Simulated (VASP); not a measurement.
## P (relaxed from the diamond structure, space group Fd-3m): computed properties

Calculation: PBEsol GGA, VASP's PBE PAW potentials (set 64) (plane waves; VASP).

```
Item                                                                                                       Value
----------------------------------  ----------------------------------------------------------------------------
space group                                                                                          Fd-3m (227)
cell                                a = 5.3742 Å, b = 5.3742 Å, c = 5.3742 Å, α = 90.00°, β = 90.00°, γ = 90.00°
volume per atom                                                                                   19.40 Å^3/atom
band gap (over mesh and band path)                                      none (metal, semimetal or under 0.01 eV)
density                                                                                               2.65 g/cm³
optical Γ-point spectrum                                                                           263 (×3) cm⁻¹
C11                                                                                                     19.2 GPa
C12                                                                                                     63.7 GPa
C44                                                                                                    -39.5 GPa
```

```yaml
crystal:
  lattice:
    - [0.00000, 2.68711, 2.68711]
    - [2.68711, 0.00000, 2.68711]
    - [2.68711, 2.68711, 0.00000]
  atoms:
    - { symbol: P, position: [0.75000, 0.75000, 0.75000] }
    - { symbol: P, position: [0.50000, 0.50000, 0.50000] }
```

Finite-difference elastic constants of metals are sensitive to mesh and smearing; shear constants can be off by tens of GPa.

The structure was generated: P was put into the diamond type (Fd-3m), which need not be its known phase. It was relaxed first, which changed the volume by +29 %. Symmetry was kept, so distortions that lower it aren't found.
